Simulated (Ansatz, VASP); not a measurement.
# CdI2: VASP beside Ansatz

Wanted: the spread between two codes on one cell, functional and k mesh. Of the first pair: The structure shown is the end of the VASP relaxation below. Valence electrons are named where the data sets of a main pair hold unlike numbers.

Calculated with Ansatz 0.2.0; plane waves, with VASP 6.6.1 beside it; single point at PBEsol and band structure at PBEsol.

## (1) Starting point

The cell holds 3 atoms: 2 I and 1 Cd. Cell: a = 4.289 Å, b = 4.289 Å, c = 18.437 Å, α = 90.0°, β = 90.0°, γ = 120.0°. It derives from CdI2. As first built, before any earlier steps moved the atoms (in the runner's words): kind sheets cut from a layered crystal; sheets 1. Vacuum lies along c.

## (2) VASP: relaxation, PBEsol

This run makes the geometry at which the two programs are then compared.

Lines of VASP's logs that name or quote its potential files are left out, and so is its time.

File INCAR:

```
SYSTEM = CdI2
PREC = Normal
ENCUT = 300
EDIFF = 1E-05
NELM = 120
ISMEAR = 0
SIGMA = 0.05
LREAL = .FALSE.
ALGO = Fast
GGA = PS
NBANDS = 19
LORBIT = 11
LWAVE = .FALSE.
LCHARG = .FALSE.
KPAR = 2
IBRION = 2
NSW = 40
ISIF = 2
EDIFFG = -0.03
POTIM = 0.4
MAXMIX = 40
IDIPOL = 3
LDIPOL = .TRUE.
DIPOL = 0.5 0.5 0.5
```

File POSCAR:

```
CdI2
1.0
    4.2887031760      0.0000000000      0.0000000000
   -2.1443515880      3.7141258990      0.0000000000
    0.0000000000      0.0000000000     18.4365180971
I Cd
2 1
Direct
    0.3333333330      0.6666666670      0.5931986740
    0.0000000000      0.0000000000      0.4068013260
    0.6666666670      0.3333333330      0.5000885300
```

File KPOINTS:

```
Automatic mesh
0
Gamma
9 9 1
0 0 0
```

The projector-augmented-wave data sets are I and Cd (PBE family, release 64).

On the command line:

```sh
$ mpirun -np 2 vasp_std
```

Numbers of over 12 decimals in the logs are rounded to 6 here.

Log:

```text
[banner, memory and clock lines left out]
running    2 mpi-ranks, on    1 nodes
 distrk:  each k-point on    1 cores,    2 groups
 distr:  one band on    1 cores,    1 groups

 POSCAR found type information on POSCAR I Cd
 POSCAR found :  2 types and       3 ions
|                                                                             |
|               ----> ADVICE to this user running VASP <----                  |
|                                                                             |
|     You enforced a specific xc type in the INCAR file but a different       |
|     [... a line on the potential file left out ...]
|     I HOPE YOU KNOW WHAT YOU ARE DOING!                                     |
|                                                                             |

 LDA part: xc-table for (Slater+PW92), standard interpolation
 POSCAR, INCAR and KPOINTS ok, starting setup
 FFT: planning ... GRIDC
 FFT: planning ... GRID_SOFT
 FFT: planning ... GRID
 WAVECAR not read
 entering main loop
       N       E                     dE             d eps       ncg     rms          rms(c)
DAV:   1     0.162471749315E+03    0.16247E+03   -0.69669E+03   456   0.654E+02
DAV:   2     0.692003531054E+01   -0.15555E+03   -0.15174E+03   624   0.185E+02
DAV:   3    -0.633565950702E+01   -0.13256E+02   -0.13211E+02   529   0.629E+01
DAV:   4    -0.668314863942E+01   -0.34749E+00   -0.34740E+00   679   0.991E+00
DAV:   5    -0.668574357438E+01   -0.25949E-02   -0.25948E-02   588   0.874E-01    0.596E+00
RMM:   6    -0.636588285793E+01    0.31986E+00   -0.57721E-01   456   0.435E+00    0.499E+00
RMM:   7    -0.633575430252E+01    0.30129E-01   -0.19464E-01   456   0.188E+00    0.163E+00
RMM:   8    -0.633170205168E+01    0.40523E-02   -0.14351E-02   456   0.891E-01    0.307E-01
RMM:   9    -0.633158873573E+01    0.11332E-03   -0.22012E-03   456   0.268E-01    0.955E-02
RMM:  10    -0.633166471616E+01   -0.75980E-04   -0.23550E-04   477   0.989E-02    0.247E-02
RMM:  11    -0.633171926720E+01   -0.54551E-04   -0.45731E-05   367   0.476E-02    0.123E-02
RMM:  12    -0.633176410469E+01   -0.44837E-04   -0.99914E-06   309   0.192E-02    0.599E-03
RMM:  13    -0.633180337563E+01   -0.39271E-04   -0.39436E-06   299   0.111E-02    0.366E-03
RMM:  14    -0.633181353380E+01   -0.10158E-04   -0.11286E-06   226   0.629E-03    0.258E-03
RMM:  15    -0.633184110010E+01   -0.27566E-04   -0.26664E-06   268   0.693E-03    0.218E-03
RMM:  16    -0.633184218005E+01   -0.10800E-05   -0.25595E-07   158   0.379E-03
   1 F= -.63318422E+01 E0= -.63318422E+01  d E =-.633184E+01
[...]
2 F= -.63345317E+01 E0= -.63345317E+01  d E =-.268948E-02
[...]
3 F= -.63394403E+01 E0= -.63394403E+01  d E =-.759814E-02
 curvature:  -2.41 expect dE=-0.509E-03 dE for cont linesearch -0.501E-03
 ZBRENT: extrapolating
 opt :   5.4579  next Energy=    -6.340009 (dE=-0.817E-02)
 bond charge predicted
       N       E                     dE             d eps       ncg     rms          rms(c)
DAV:   1    -0.633937229901E+01    0.64166E-04   -0.18784E-01   495   0.183E+00    0.197E-01
RMM:   2    -0.633996695958E+01   -0.59466E-03   -0.63714E-03   455   0.395E-01    0.212E-02
RMM:   3    -0.634003107347E+01   -0.64114E-04   -0.62013E-04   407   0.160E-01    0.225E-02
RMM:   4    -0.634004554794E+01   -0.14474E-04   -0.15023E-04   405   0.793E-02    0.351E-02
RMM:   5    -0.634004820401E+01   -0.26561E-05   -0.36060E-05   354   0.375E-02
   4 F= -.63400482E+01 E0= -.63400482E+01  d E =-.820602E-02
 curvature:  -2.74 expect dE=-0.184E-04 dE for cont linesearch -0.298E-05
 trial: gam= 0.02150 g(F)=  0.670E-05 g(S)=  0.000E+00 ort =-0.564E-04 (trialstep = 0.189E+01)
 search vector abs. value=  0.563E-05
 reached required accuracy - stopping structural energy minimisation
```

Parts of OUTCAR (step 2):

```text
ion  position               nearest neighbor table
   1  0.333  0.667  0.593-   3 3.01   3 3.01   3 3.01
   2  0.000  0.000  0.407-   3 3.01   3 3.01   3 3.01
   3  0.667  0.333  0.500-   1 3.01   1 3.01   1 3.01   2 3.01   2 3.01   2 3.01

  LATTYP: Found a hexagonal cell.
 ALAT       =     4.2887031760
 C/A-ratio  =     4.2988561671

 Subroutine GETGRP returns: Found  6 space group operations
 (whereof  6 operations were pure point group operations)

The static configuration has the point symmetry C_3v.

 Found     12 irreducible k-points:

   k-points           NKPTS =     12   k-points in BZ     NKDIM =     12   number of bands    NBANDS=     19

   dimension x,y,z NGX =    18 NGY =   18 NGZ =   80
   dimension x,y,z NGXF=    36 NGYF=   36 NGZF=  160

   ENCUT  =  300.0 eV  22.05 Ry    4.70 a.u.   6.06  6.06 26.04*2*pi/ulx,y,z

   NELECT =      26.0000    total number of electrons

 k-points in reciprocal lattice and weights: Automatic mesh
   0.00000000  0.00000000  0.00000000       0.012
   0.11111111 -0.00000000  0.00000000       0.074
   0.22222222  0.00000000  0.00000000       0.074
   0.33333333  0.00000000  0.00000000       0.074
   0.44444444  0.00000000  0.00000000       0.074
   0.11111111  0.11111111  0.00000000       0.074
   0.22222222  0.11111111  0.00000000       0.148
   0.33333333  0.11111111  0.00000000       0.148
   0.44444444  0.11111111  0.00000000       0.074
   0.22222222  0.22222222  0.00000000       0.074
   0.33333333  0.22222222  0.00000000       0.148
   0.33333333  0.33333333  0.00000000       0.025

 dipolmoment           0.000000      0.000000      0.000601 electrons x Angstroem

 average (electrostatic) potential at core
       1 -97.8985       2 -97.9058       3 -43.7959

 E-fermi :  -3.1360

 k-point     1 :       0.0000    0.0000    0.0000
  band No.  band energies     occupation
    ...
      9      -4.1158      2.00000
     10      -3.7155      2.00000
     11      -3.7155      2.00000
     12      -3.4288      2.00000
     13      -3.4288      2.00000
     14      -0.5719      0.00000
     15       0.9647      0.00000
     16       2.6351      0.00000
     17       2.7202      0.00000
     18       2.7542      0.00000
    ...

 k-point     2 :       0.1111   -0.0000    0.0000
  band No.  band energies     occupation
    ...
      9      -4.2442      2.00000
     10      -4.0464      2.00000
     11      -3.8988      2.00000
     12      -3.7559      2.00000
     13      -3.4088      2.00000
     14      -0.2416      0.00000
     15       1.4204      0.00000
     16       2.2654      0.00000
     17       2.7878      0.00000
     18       2.9632      0.00000
    ...

 k-point     3 :       0.2222    0.0000    0.0000
  band No.  band energies     occupation
    ...
      9      -5.0997      2.00000
     10      -4.3964      2.00000
     11      -4.2482      2.00000
     12      -3.9372      2.00000
     13      -3.4444      2.00000
     14      -0.0961      0.00000
     15       1.6902      0.00000
     16       2.7154      0.00000
     17       2.9868      0.00000
     18       3.3715      0.00000
    ...

  Total       -0.5327517     -0.5327517      0.0079765      0.0000000      0.0000000      0.0000000
  in kB       -2.9065239     -2.9065239      0.0435174      0.0000000      0.0000000      0.0000000
  external PRESSURE =      -1.9231768 kB  Pullay stress =       0.0000000 kB

  energy-cutoff  :      300.00
  volume of cell :      293.67
      direct lattice vectors                 reciprocal lattice vectors
     4.288703176  0.000000000  0.000000000     0.233170718  0.134621177  0.000000000
    -2.144351588  3.714125899  0.000000000     0.000000000  0.269242354  0.000000000
     0.000000000  0.000000000 18.436518097     0.000000000  0.000000000  0.054240177

 POSITION                                       TOTAL-FORCE (eV/Angst)
 -----------------------------------------------------------------------------------
     -0.00000      2.47608     10.89650         0.000000      0.000000     -0.001644
      0.00000      0.00000      7.54209        -0.000000      0.000000     -0.008386
      2.14435      1.23804      9.21781         0.000000     -0.000000      0.010030
 -----------------------------------------------------------------------------------
    total drift:                                0.000000     -0.000000      0.001520

  FREE ENERGIE OF THE ION-ELECTRON SYSTEM (eV)
  ---------------------------------------------------
  free  energy   TOTEN  =        -6.3400482040 eV

  energy  without entropy=       -6.3400482040  energy(sigma->0) =       -6.34004820

 reached required accuracy - stopping structural energy minimisation

 vacuum level on the upper side and lower side of the slab         2.954         2.948

 total charge
# of ion       s       p       d       tot
------------------------------------------
    1        1.512   2.759   0.013   4.284
    2        1.512   2.759   0.013   4.285
    3        0.388   0.245   9.544  10.177
--------------------------------------------------
tot          3.411   5.764   9.571  18.746

[... 3 further parts left out ...]
```

CONTCAR:

```
CdI2
   1.00000000000000
     4.2887031760000003    0.0000000000000000    0.0000000000000000
    -2.1443515880000001    3.7141258989999999    0.0000000000000000
     0.0000000000000000    0.0000000000000000   18.4365180970999987
  I               Cd
     2     1
Direct
     0.3333333329999988    0.6666666670000012    0.5910283389758587
     0.0000000000000000    0.0000000000000000    0.4090845644548584
     0.6666666670000012    0.3333333329999988    0.4999756265692822
```

The gap is read on the k-mesh alone, so it is an upper bound where the band edges lie off the mesh. The PAW data sets were made with PBE, which is usual practice but a small mismatch for other functionals. The run keeps the 6 symmetry operations of its start, so it cannot find a distortion of lower symmetry.

## (3) Ansatz: single point, PBEsol

Ansatz runs on its default PAW (the set named soft_2) files.

The same cell, functional, mesh and smearing now go to Ansatz, which takes its cutoff from its data sets.

File input.yaml:

```yaml
crystal:
  lattice:
    - [4.28870318, 0.0, 0.0]
    - [-2.14435159, 3.7141259, 0.0]
    - [0.0, 0.0, 18.4365181]
  atoms:
    - { symbol: I, position: [0.33333333, 0.66666667, 0.59102834] }
    - { symbol: I, position: [0.0, 0.0, 0.40908456] }
    - { symbol: Cd, position: [0.66666667, 0.33333333, 0.49997563] }
hamiltonian:
  xc: pbesol
  pseudopotentials: { kind: paw }
kpoints:
  mp_grid: { grid: [9, 9, 1] }
scf:
  occupations: { method: gaussian, width: 0.05 }
  n_extra_bands: 4
efield:
  axis: 3
  dipole_correction: true
  ramp_width: 0.04
output:
  forces: true
  eigenvalues: true
  write_density: true
  write_potential: true
  elf: true
  volumetric_format: npy
```

On the command line:

```sh
$ ansatz run input.yaml --threads 2 --pin off --max-ram 4608MiB --backend cpu --events-out ev --progress --plain --runs-dir out
```

Log:

```text
scf.n_extra_bands = 4 over 27 filled bands (N_el = 54.0): the run solves 31 bands
Engine: ansatz 0.2.0, x86_64-unknown-linux-gnu
Pseudopotentials: kind: paw
Pseudopotential: I, paw, valence charge 17, recommended cutoff 420 eV (normal), I.paw.azcp
Pseudopotential: Cd, paw, valence charge 20, recommended cutoff 420 eV (normal), Cd.paw.azcp
Functional definition: PBEsol
  exchange = pbesol_x
  correlation = pbesol_c
Crystal: 3 atoms, lattice volume = 293.671 Å³
Basis set: ecut = 420 eV, 5707 PW (Γ), exchange–correlation on 60×60×250 points (8 copies of the dense FFT grid, shifted against one another)
Bands: 31, of which v1, the nominal top of the filled ones, is band 27 counted from 1 (26 counted from 0)
Symmetry: 6 space group operations
Space group: P3m1 (ITA 156), of the structure as read, at distance tolerance 6.6e-5 Å
k-points: 12 of 81 (time reversal used)
Non-local potential: I, projectors of the file, l = 0: 2, l = 1: 2, l = 2: 2, l = 3: 2
Non-local potential: Cd, projectors of the file, l = 0: 3, l = 1: 2, l = 2: 2, l = 3: 1
PAW form: soft (Blöchl's): semilocal exchange-correlation on the pseudo side does not see the compensation charge
PAW frozen core: I, regenerated for the run's functional, and the local potential with it (the file was generated under x = pbe(κ = 0.804, μ = 0.219515), c = pbe(β = 0.066725))
PAW frozen core: Cd, regenerated for the run's functional, and the local potential with it (the file was generated under x = pbe(κ = 0.804, μ = 0.219515), c = pbe(β = 0.066725))
PAW one-centre angular grid: I, 590 points (default); XC on 64 Gauss nodes
PAW one-centre angular grid: Cd, 590 points (default); XC on 64 Gauss nodes
Initial density: superposition of atomic densities (neutral atoms: chi_scale 0, normalization atom), corrected by the library's trained network
Initial wavefunctions: pseudopotential atomic-orbital guess
Functional: x = pbesol(κ = 0.804, μ = 0.123457), c = pbesol(β = 0.046)
SCF iter   1: F=—  HF=-23050.290174 eV  |F-HF|=—  |Δ(HF+E_count)|=         —  Δρ=2.02e-3  dr2=1.35e-2  ethr=1.77e-3  p=-0.001 e·Å  D=-3.28e-4 V/Å  ΔV_dip=0.01 eV  dr2_dipole=5.35e-8  V_vac-E_F(+/−)=5.25/5.24 eV  ⟨swp⟩=11.8  Hψ=2046  notcnv=0
efield: sawtooth ramp at fractional position 0.9801 (placed from the atoms, in the widest stretch of the axis that holds none; the zero of the levels goes with the place), width 0.0400; the density the first Hamiltonian is built on has a dipole p = -0.001 e·Å; the dipole correction subtracts the counter field D = -3.28e-4 V/Å, which shifts the + side's vacuum level by +0.01 eV against the − side's; the planar-averaged density in the ramp window peaks in size at 3.1e-5 e/Å³
preconditioner: auto → Resta (q_TF=auto, 2.057 Å⁻¹)  ε∞=2.1  [insulator: Δε(μ)=2.530 eV  Ē_g=10.608 eV  σ=0.050 eV  W_gap=1.00  n_scr=54 (ndim 8)  ℏωp=11.0 eV  f_vac=0.638  D(μ)=0.00/eV (n_scr^D=0)  ε∞_Penn≈2.1  vacuum switching on, ρ_ref=8.2e-3 e/Å³]
SCF iter   2: F=—  HF=-23050.287113 eV  |F-HF|=—  |Δ(HF+E_count)|=   3.06e-3  Δρ=7.73e-4  dr2=2.40e-3  ethr=2.50e-5  p=-0.000 e·Å  D=-2.70e-4 V/Å  ΔV_dip=0.00 eV  dr2_dipole=7.91e-8  V_vac-E_F(+/−)=5.18/5.18 eV  ⟨swp⟩=2.5  Hψ=701  notcnv=0
SCF iter   3: F=—  HF=-23050.287261 eV  |F-HF|=—  |Δ(HF+E_count)|=   1.48e-4  Δρ=2.97e-4  dr2=3.93e-4  ethr=4.44e-6  p=-0.001 e·Å  D=-4.16e-4 V/Å  ΔV_dip=0.01 eV  dr2_dipole=2.22e-7  V_vac-E_F(+/−)=5.13/5.13 eV  ⟨swp⟩=2.7  Hψ=547  notcnv=0
SCF iter   4: F=—  HF=-23050.287241 eV  |F-HF|=—  |Δ(HF+E_count)|=   1.99e-5  Δρ=1.26e-4  dr2=3.47e-5  ethr=7.27e-7  p=-0.000 e·Å  D=-2.90e-4 V/Å  ΔV_dip=0.01 eV  dr2_dipole=6.83e-8  V_vac-E_F(+/−)=5.14/5.13 eV  ⟨swp⟩=2.0  Hψ=512  notcnv=0
SCF iter   5: F=—  HF=-23050.287082 eV  |F-HF|=—  |Δ(HF+E_count)|=   1.59e-4  Δρ=3.69e-5  dr2=4.61e-6  ethr=6.42e-8  p=-0.001 e·Å  D=-4.01e-4 V/Å  ΔV_dip=0.01 eV  dr2_dipole=1.41e-7  V_vac-E_F(+/−)=5.13/5.12 eV  ⟨swp⟩=2.7  Hψ=594  notcnv=0
SCF iter   6: F=—  HF=-23050.287087 eV  |F-HF|=—  |Δ(HF+E_count)|=   4.47e-6  Δρ=8.45e-6  dr2=8.67e-7  ethr=8.54e-9  p=-0.000 e·Å  D=-2.51e-4 V/Å  ΔV_dip=0.00 eV  dr2_dipole=2.42e-7  V_vac-E_F(+/−)=5.13/5.12 eV  ⟨swp⟩=2.0  Hψ=528  notcnv=0
SCF iter   7: F=—  HF=-23050.287087 eV  |F-HF|=—  |Δ(HF+E_count)|=   1.23e-7  Δρ=4.57e-6  dr2=1.28e-7  ethr=1.61e-9  p=-0.001 e·Å  D=-3.66e-4 V/Å  ΔV_dip=0.01 eV  dr2_dipole=2.74e-8  V_vac-E_F(+/−)=5.13/5.12 eV  ⟨swp⟩=2.2  Hψ=433  notcnv=0
SCF iter   8: F=-23050.287087 eV  HF=-23050.287087 eV  |F-HF|=1.74e-8  |Δ(HF+E_count)|=   1.61e-7  Δρ=1.54e-6  dr2=1.06e-8  ethr=1.85e-10  p=-0.001 e·Å  D=-3.41e-4 V/Å  ΔV_dip=0.01 eV  dr2_dipole=7.06e-10  V_vac-E_F(+/−)=5.13/5.12 eV  ⟨swp⟩=14.6  Hψ=2707  notcnv=0
SCF 1 converged in 8 iterations: F = -23050.287087 eV  dr2 = 1.06e-8
  greatest PAW one-centre occupation: 1.000 electrons in one spin orbital (limit 2), on the Cd atom at site 2 (counted from 0), in its partial waves of l = 0
SCF converged after 8 iterations
Free energy (F): -23050.287087 eV
Harris-Foulkes:  -23050.287087 eV  (|F-HF|=1.74e-8)
Internal energy: -23050.287087 eV  (E = F + TS)
E sigma→0 (E₀):  -23050.287087 eV
Fermi energy:    -0.599162 eV
Dipole field:    D = -0.000311 V/Å  (p = -0.000505 e·Å, saw-weighted, corrected)
Work function:   Φ+ = 5.1271 eV   Φ− = 5.1214 eV
Levels:          The Fermi level and band energies are counted from a zero that moves with the ramp; work functions are not
--- Per-component energies (eV) ---
  E_band       = -1686.669200
  E_kinetic    = 882.225965
  E_local      = -34715.193132  (includes V_loc(G=0)·N_el)
  E_nonlocal   = -140.173133
  E_hartree    = 17068.665352
  E_xc         = -428.293682
  E_vxc        = -475.845079  (∫ρ·V_xc dr)
  E_paw        = -13487.844671  (= ΣΔE_a)
  E_vpaw       = -1375.017111  (= ΣTr[D̂ρ^β])
  E_aug_tail   = 0.000040  (compensation charges beyond the density's cutoff)
  E_efield     = 0.000000  (sawtooth field / dipole correction)
  E_vefield    = -0.000009  (∫n·V_field dr)
  E_ewald      = 7769.159929
  E_core_change = 1.166244  (= ΣΔE_core)
  E_smearing   = -0.000000  (= −TS)
  E_closure    = -0.000000  (closes the sum)
  Σ components = -23050.287087   (vs F -23050.287087, Δ=0.00e0)
--- Forces (eV/Å), atoms counted from 1 ---
  atom   1  I      0.00000000    -0.00000000    -0.03030987
  atom   2  I      0.00000000     0.00000000     0.02178713
  atom   3  Cd     0.00000000     0.00000000     0.00852458
  max |Σ_I F_I| component: 1.84e-6 eV/Å
--- Band table (eV; the first three rows and the last of 12) ---
  k-point 0: bands = [... 23 lower, -2.1882, -2.1882, -1.8970, -1.8970, 0.9755, 2.5039, 4.1795, 4.2523]
  k-point 1: bands = [... 23 lower, -2.5188, -2.3689, -2.2244, -1.8786, 1.3038, 2.9599, 3.8120, 4.3215]
  k-point 2: bands = [... 23 lower, -2.8642, -2.7158, -2.4086, -1.9144, 1.4491, 3.2341, 4.2570, 4.5247]
  k-point 11: bands = [... 23 lower, -4.1810, -3.8294, -2.3810, -2.3787, 1.3423, 4.4025, 4.4058, 5.7875]
```

Wall time 3.4 s (2 threads of AMD EPYC 9R14 (Zen 4), shared host); peak memory 0.56 GiB; 6.5 s of CPU time.

The column dr2 measures how far the density is from self-consistency, as an energy; F and HF (Harris–Foulkes) agree once it is small.

## (4) Comparison

Known differences besides the potentials themselves: the data sets hold 54 valence electrons in Ansatz (on its default PAW (the set named soft_2) files) and 26 in VASP; the cutoff is 420 eV in Ansatz and 300 eV in VASP (PREC = Normal); Ansatz makes its cores anew for this functional, VASP keeps those of its PBE data sets; VASP leaves aspherical gradient terms in its spheres out (LASPH is not set), Ansatz keeps them. Total energies have different zeros and are not compared.

The two programs side by side:

```
              quantity  Ansatz   VASP  difference
gap on the k mesh (eV)   2.559  2.544      +0.015
```

At this near-relaxed geometry the largest component of a force difference is 30 meV/Å. A gap on the mesh is an upper bound, since the band edges may lie between its points. VASP's last cycles still show a density residual of 4e-03, so its state may not be settled. With vacuum in the cell, a pressure given here is an average over mostly empty space and none of the material.

## (5) Further runs

Further runs change the set-up of one program: Ansatz's method, potentials or start, or VASP's data sets, cutoff or form of LDA. The table gives Ansatz less VASP for each quantity, since a change that brings one quantity closer may part another.

```
                                        run  r.m.s. force difference (meV/Å)  gap on the k mesh (eV)
                                   as above                               14                   0.015
                       cores kept as stored                               13                   0.016
    Ansatz's larger PAW set (cutoff 620 eV)                               13                   0.015
norm-conserving potentials (cutoff 1388 eV)                               14                   0.013
```

(Part 1 of 2 ends here.)

[Lines on the potential files, build, host, timing and source positions are cut from VASP's logs without a mark.]

[Logs are printed without paths, hosts, clocks, repeated set-up lines and the standing remarks that a program may print on its own settings, such as how far it seeks lower states.]

[Hosts, paths, dates, database ids (printed as entryN), source tags and the programs' standing remarks are cut or masked in the printed files.]
